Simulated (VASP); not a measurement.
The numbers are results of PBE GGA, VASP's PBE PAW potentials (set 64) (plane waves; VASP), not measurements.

Input for VASP

KPOINTS:
```
Automatic mesh
0
Gamma
7 7 4
0 0 0
```

POSCAR:
```
Ru
1
    1.3821000000    -2.3938680000     0.0000000000
    1.3821000000     2.3938680000     0.0000000000
    0.0000000000     0.0000000000     4.3656000000
Ru
2
Direct
  0.3333330000   0.6666670000   0.2500000000
  0.6666670000   0.3333330000   0.7500000000
```

INCAR:
```
SYSTEM  =  Ru
PREC  =  Accurate; ENCUT  =  400; LREAL  =  .FALSE.
LASPH  =  .TRUE.
EDIFF  =  1E-6; NELM  =  100; ALGO  =  Normal
LMAXMIX  =  4
ISMEAR  =  1; SIGMA  =  0.1
GGA  =  PE
ISIF  =  2
LWAVE  =  .FALSE.; LCHARG  =  .FALSE.
```

POTCAR, in this order: Ru_pv (PBE.64 set). Program: vasp_std.

The resulting files:

### OUTCAR
```
 ion  position               nearest neighbor table
   1  0.333  0.667  0.250-   2 2.70   2 2.70   2 2.70   2 2.70   2 2.70   2 2.70
   2  0.667  0.333  0.750-   1 2.70   1 2.70   1 2.70   1 2.70   1 2.70   1 2.70
  LATTYP: Found a hexagonal cell.
 ALAT       =     2.7642005013
 C/A-ratio  =     1.5793355069
 Subroutine PRICEL returns:
 Original cell was already a primitive cell.
 Subroutine GETGRP returns: Found 24 space group operations
The static configuration has the point symmetry D_3d.
 The point group associated with its full space group is D_6h.
The dynamic configuration has the point symmetry D_3d.
 Subroutine INISYM returns: Found 24 space group operations
 Subroutine IBZKPT returns following result:
 Found     24 irreducible k-points:

 Following reciprocal coordinates:
            Coordinates               Weight
  0.000000  0.000000  0.000000      1.000000
  0.142857 -0.000000  0.000000      6.000000
  0.285714  0.000000  0.000000      6.000000
  0.428571  0.000000  0.000000      6.000000
  0.142857  0.142857  0.000000      6.000000
  0.285714  0.142857  0.000000     12.000000
  0.428571  0.142857  0.000000      6.000000
  0.285714  0.285714  0.000000      6.000000
  0.000000  0.000000  0.250000      2.000000
  0.142857 -0.000000  0.250000     12.000000
  0.285714  0.000000  0.250000     12.000000
  0.428571  0.000000  0.250000     12.000000
  0.142857  0.142857  0.250000     12.000000
  0.285714  0.142857  0.250000     24.000000
  0.428571  0.142857  0.250000     12.000000
  0.285714  0.285714  0.250000     12.000000
  0.000000  0.000000  0.500000      1.000000
  0.142857 -0.000000  0.500000      6.000000
  0.285714  0.000000  0.500000      6.000000
  0.428571  0.000000  0.500000      6.000000
  0.142857  0.142857  0.500000      6.000000
  0.285714  0.142857  0.500000     12.000000
...
```

OSZICAR:
```
       N       E                     dE             d eps       ncg     rms          rms(c)
DAV:   1     0.241465064341E+03    0.24147E+03   -0.15765E+04   872   0.142E+03
DAV:   2    -0.142300824654E+02   -0.25570E+03   -0.25118E+03   930   0.444E+02
DAV:   3    -0.196831786793E+02   -0.54531E+01   -0.53275E+01   918   0.692E+01
DAV:   4    -0.197399705616E+02   -0.56792E-01   -0.56757E-01  1084   0.636E+00
DAV:   5    -0.197409419594E+02   -0.97140E-03   -0.97136E-03   908   0.707E-01    0.154E+01
DAV:   6    -0.184084646124E+02    0.13325E+01   -0.38813E+00   870   0.203E+01    0.347E+00
DAV:   7    -0.183523622152E+02    0.56102E-01   -0.15745E-01   882   0.357E+00    0.109E+00
DAV:   8    -0.183449448521E+02    0.74174E-02   -0.82399E-03  1038   0.102E+00    0.855E-02
DAV:   9    -0.183449807397E+02   -0.35888E-04   -0.17470E-04  1026   0.134E-01    0.470E-02
DAV:  10    -0.183450032555E+02   -0.22516E-04   -0.30093E-05  1054   0.474E-02    0.160E-02
DAV:  11    -0.183450024880E+02    0.76750E-06   -0.15728E-06   562   0.129E-02
   1 F= -.18345002E+02 E0= -.18344278E+02  d E =-.217369E-02
```

### OUTCAR
```
------------------------ aborting loop because EDIFF is reached ----------------------------------------
  FORCE on cell =-STRESS in cart. coord.  units (eV):
  Direction    XX          YY          ZZ          XY          YZ          ZX
  --------------------------------------------------------------------------------------
  Total       -2.1341257     -2.1341267     -3.2330051      0.0000000     -0.0000000      0.0000000
  in kB     -118.3632760   -118.3633333   -179.3095277      0.0000000     -0.0000000      0.0000000
  external PRESSURE =    -138.6787123 kB  Pullay stress =       0.0000000 kB
  volume of cell :       28.89
      direct lattice vectors                 reciprocal lattice vectors
     1.382100000 -2.393868000  0.000000000     0.361768324 -0.208866988  0.000000000
     1.382100000  2.393868000  0.000000000     0.361768324  0.208866988  0.000000000
     0.000000000  0.000000000  4.365600000     0.000000000  0.000000000  0.229063588
 POSITION                                       TOTAL-FORCE (eV/Angst)
 -----------------------------------------------------------------------------------
      1.38210      0.79796      1.09140        -0.000000      0.000000      0.000000
      1.38210     -0.79796      3.27420         0.000000     -0.000000      0.000000
 -----------------------------------------------------------------------------------
    total drift:                               -0.000000      0.000536     -0.000042
  FREE ENERGIE OF THE ION-ELECTRON SYSTEM (eV)
  ---------------------------------------------------
  free  energy   TOTEN  =       -18.3450024880 eV

  energy  without entropy=      -18.3428288013  energy(sigma->0) =      -18.34427793
```
(Selected blocks of OUTCAR.)

### OUTCAR
```
 val. band max:       11.7304109181   @ k =   0.1429   0.1429   0.2500

 cond. band min:      11.7734269746   @ k =   0.2857   0.1429   0.0000


 Fermi energy:        11.7671566550

 k-point     1 :       0.0000    0.0000    0.0000
  band No.  band energies     occupation
      1     -31.6870      2.00000
      2     -30.8724      2.00000
      3     -30.8724      2.00000
      4     -30.7508      2.00000
      5     -30.7298      2.00000
      6     -30.7298      2.00000
      7       4.1207      2.00000
      8       6.0271      2.00000
      9       9.4243      2.00000
     10       9.4243      2.00000
     11       9.5598      2.00000
     12      10.0458      2.00000
     13      10.0458      2.00000
     14      10.4687      2.00000
     15      10.4688      2.00000
     16      12.8293     -0.00000
     17      12.8294     -0.00000
     18      12.9894     -0.00000

 k-point     2 :       0.1429   -0.0000    0.0000
  band No.  band energies     occupation
      1     -31.6314      2.00000
      2     -30.9847      2.00000
      3     -30.9100      2.00000
      4     -30.8470      2.00000
      5     -30.7775      2.00000
      6     -30.7462      2.00000
      7       4.7990      2.00000
      8       6.5006      2.00000
      9       8.7022      2.00000
     10       9.6391      2.00000
     11       9.7603      2.00000
     12       9.9740      2.00000
     13      10.1023      2.00000
     14      10.2590      2.00000
     15      10.5475      2.00000
     16      10.8566      2.00000
     17      13.0406     -0.00000
     18      16.1018      0.00000

 k-point     3 :       0.2857    0.0000    0.0000
  band No.  band energies     occupation
      1     -31.4875      2.00000
      2     -31.2386      2.00000
      3     -31.0972      2.00000
      4     -30.9901      2.00000
      5     -30.8569      2.00000
      6     -30.7872      2.00000
      7       6.1944      2.00000
      8       6.8033      2.00000
      9       7.8679      2.00000
...
```

The compound is Ru in the hcp structure. The cell was not relaxed at this level. The k-mesh is coarse (spacing up to 0.37 per Å, 2π included), so the numbers may not be converged in it. The run is one of a series of settings (KPOINTS 7×7×4 Γ-centred mesh against the base run), some of them coarse on purpose.
